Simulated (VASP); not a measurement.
Calculation: PBE GGA, VASP's PBE PAW potentials (set 64) (plane waves; VASP 6.6.1).

VASP ran on this input.

**INCAR**
```
SYSTEM = Pt
PREC = Accurate; ENCUT = 480; LREAL = .FALSE.
LASPH = .TRUE.
EDIFF = 1E-7; NELM = 100; ALGO = Normal
LMAXMIX = 6
ISMEAR = 1; SIGMA = 0.1
GGA = PE
ISIF = 2
LWAVE = .FALSE.; LCHARG = .FALSE.
```

POSCAR:
```
Pt
1
    0.0000000000     1.9532368029     1.9532368029
    1.9532368029     0.0000000000     1.9532368029
    1.9532368029     1.9532368029     0.0000000000
Pt
1
Direct
  0.0000000000   0.0000000000   0.0000000000
```

KPOINTS:
```
Automatic mesh
0
G
  14 14 14
0 0 0
```

POTCAR, in this order: Pt (PBE.64 set). Program: vasp_std.

What VASP printed:

OUTCAR:
```
 ion  position               nearest neighbor table
   1  0.000  0.000  0.000-
  LATTYP: Found a face centered cubic cell.
 ALAT       =     3.9064736058
 Subroutine PRICEL returns:
 Original cell was already a primitive cell.
 Subroutine GETGRP returns: Found 48 space group operations
The static configuration has the point symmetry O_h .
The dynamic configuration has the point symmetry O_h .
 Subroutine INISYM returns: Found 48 space group operations
 Subroutine IBZKPT returns following result:
 Found    104 irreducible k-points:

 Following reciprocal coordinates:
            Coordinates               Weight
  0.000000  0.000000  0.000000      1.000000
  0.071429  0.000000  0.000000      8.000000
  0.142857  0.000000  0.000000      8.000000
  0.214286  0.000000  0.000000      8.000000
  0.285714  0.000000  0.000000      8.000000
  0.357143  0.000000  0.000000      8.000000
  0.428571  0.000000  0.000000      8.000000
  0.500000  0.000000  0.000000      4.000000
  0.071429  0.071429  0.000000      6.000000
  0.142857  0.071429  0.000000     24.000000
...
```

OSZICAR:
```
       N       E                     dE             d eps       ncg     rms          rms(c)
DAV:   1     0.324606767290E+02    0.32461E+02   -0.51609E+03  2008   0.955E+02
DAV:   2    -0.610723627887E+01   -0.38568E+02   -0.36548E+02  1971   0.176E+02
DAV:   3    -0.645102273939E+01   -0.34379E+00   -0.33592E+00  2307   0.169E+01
DAV:   4    -0.645203060276E+01   -0.10079E-02   -0.10078E-02  2123   0.926E-01
DAV:   5    -0.645203788088E+01   -0.72781E-05   -0.72782E-05  2155   0.728E-02    0.134E+01
DAV:   6    -0.612309965856E+01    0.32894E+00   -0.82241E-01  1920   0.836E+00    0.709E+00
DAV:   7    -0.608150672054E+01    0.41593E-01   -0.16262E-01  2023   0.361E+00    0.252E+00
DAV:   8    -0.607789630424E+01    0.36104E-02   -0.53521E-03  2013   0.728E-01    0.464E-01
DAV:   9    -0.607778071462E+01    0.11559E-03   -0.45275E-05  1987   0.729E-02    0.164E-02
DAV:  10    -0.607778581336E+01   -0.50987E-05   -0.20923E-06  2282   0.139E-02    0.145E-03
DAV:  11    -0.607778590704E+01   -0.93683E-07   -0.44657E-08  1402   0.211E-03
   1 F= -.60777859E+01 E0= -.60778928E+01  d E =0.320574E-03
```

OUTCAR:
```
------------------------ aborting loop because EDIFF is reached ----------------------------------------
  FORCE on cell =-STRESS in cart. coord.  units (eV):
  Direction    XX          YY          ZZ          XY          YZ          ZX
  --------------------------------------------------------------------------------------
  Total        1.2071821      1.2071821      1.2071821      0.0000000      0.0000000      0.0000000
  in kB      129.7742903    129.7742903    129.7742903      0.0000000      0.0000000      0.0000000
  external PRESSURE =     129.7742903 kB  Pullay stress =       0.0000000 kB
  volume of cell :       14.90
      direct lattice vectors                 reciprocal lattice vectors
     0.000000000  1.953236803  1.953236803    -0.255985347  0.255985347  0.255985347
     1.953236803  0.000000000  1.953236803     0.255985347 -0.255985347  0.255985347
     1.953236803  1.953236803  0.000000000     0.255985347  0.255985347 -0.255985347
 POSITION                                       TOTAL-FORCE (eV/Angst)
 -----------------------------------------------------------------------------------
      0.00000      0.00000      0.00000         0.000000     -0.000000      0.000000
 -----------------------------------------------------------------------------------
    total drift:                                0.000000      0.000000      0.000000
  FREE ENERGIE OF THE ION-ELECTRON SYSTEM (eV)
  ---------------------------------------------------
  free  energy   TOTEN  =        -6.0777859070 eV

  energy  without entropy=       -6.0781064814  energy(sigma->0) =       -6.07789277
```
(Selected blocks of OUTCAR.)

The compound is Pt in the fcc structure. This cell was strained or had an atom moved on purpose.
